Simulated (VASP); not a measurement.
AlN (zinc blende) is relaxed at rising pressure, each step from the one before. Symmetry mostly holds the structure type, and other phases were not tried. The mesh follows the cell, and a change of mesh leaves a small step in the series.

Given:

```xyz
2
Lattice="0.0000 2.1734 2.1734 2.1734 0.0000 2.1734 2.1734 2.1734 0.0000" Properties=species:S:1:pos:R:3 pbc="T T T"
Al     0.0000     0.0000     0.0000
N      1.0867     1.0867     1.0867
```

Computed with LDA (Ceperley-Alder, Perdew-Zunger), VASP's LDA PAW potentials (set 64) (plane waves; VASP). Settings: 620 eV cut-off, 10×10×10 Γ-centred mesh, Gaussian smearing of 0.050 eV, potentials Al N.

```csv
P (GPa),V (Å³/atom),H − H(0) (eV/atom),space group,k-mesh
0,10.27,0.000,F-43m,10×10×10
5,10.03,0.317,F-43m,11×11×11
10,9.82,0.627,F-43m,11×11×11
20,9.47,1.229,F-43m,11×11×11
30,9.16,1.810,F-43m,11×11×11
45,8.77,2.649,F-43m,11×11×11
```

Pressures at which the relaxation failed are left out.

The compound is AlN in the zinc blende structure, a metastable form; wurtzite is the usual one.
